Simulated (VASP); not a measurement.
The input files of a VASP run:

File KPOINTS:
```
Automatic mesh
0
G
  9 9 5
0 0 0
```

### INCAR
```
ZAB_VDW = -1.8867
LREAL = F
LMAXMIX = 4   # l cut-off of mixed one-centre charges
LCHARG = F
LASPH = T   # aspherical one-centre terms
ENCUT = 520   # plane-wave cut-off (eV)
IBRION = 2
LWAVE = F
EDIFF = 1E-6
NELM = 100   # most electronic steps
NSW = 60   # most ionic steps
GGA = ML
PREC = Accurate
ALGO = Normal
EDIFFG = -0.02
ISIF = 3   # ions, shape and volume
AGGAC = 0.0
LUSE_VDW = T
SIGMA = 0.1   # width (eV)
ISMEAR = 1   # Methfessel-Paxton
SYSTEM = TiSe2
```

**POSCAR**
```
TiSe2
1
    1.7370218490    -3.0086101630     0.0000000000
    1.7370218490     3.0086101630    -0.0000000000
   -0.0000000000     0.0000000000     6.0235941790
Ti Se
1 2
Direct
  0.0000000000   0.0000000000   0.0000000000
  0.3333330000   0.6666670000   0.2568247529
  0.6666670000   0.3333330000   0.7431752471
```

POTCAR, in this order: Ti_sv Se (PBE.64 set). Program: vasp_std.

### Question
Write an equivalent input for Quantum ESPRESSO's pw.x.

### Answer
One equivalent input (not run):
```
&CONTROL
  calculation = 'vc-relax'
  pseudo_dir = './pseudo'
  outdir = './out'
  tprnfor = .true.
  tstress = .true.
  nstep = 60
  forc_conv_thr = 0.00078
/
&SYSTEM
  ibrav = 0
  nat = 3
  ntyp = 2
  ecutwfc = 86
  occupations = 'smearing'
  smearing = 'methfessel-paxton'
  degauss = 0.00735
  input_dft = 'vdw-df2'
/
&ELECTRONS
  conv_thr = 7.3e-08
  electron_maxstep = 100
/
&IONS
/
&CELL
/
ATOMIC_SPECIES
  Ti 47.867 Ti.upf
  Se 78.971 Se.upf
CELL_PARAMETERS angstrom
     1.7370218   -3.0086102    0.0000000
     1.7370218    3.0086102   -0.0000000
    -0.0000000    0.0000000    6.0235942
ATOMIC_POSITIONS crystal
  Ti   0.0000000  0.0000000  0.0000000
  Se   0.3333330  0.6666670  0.2568248
  Se   0.6666670  0.3333330  0.7431752
K_POINTS automatic
  9 9 5 0 0 0
```
The two are equivalent in intent, not identical: the potentials are each code's own (VASP's PAW set, PseudoDojo norm-conserving files in pw.x), so ENCUT and ecutwfc are chosen apart and not converted; conv_thr bounds pw.x's estimated SCF error, while EDIFF bounds the energy change between steps; forc_conv_thr acts on force components and is met together with etot_conv_thr.

The compound is TiSe2 in the 1T layered structure. This run relaxes it. Symmetry was kept, so distortions that lower it aren't found. The start is the result of an earlier pass.
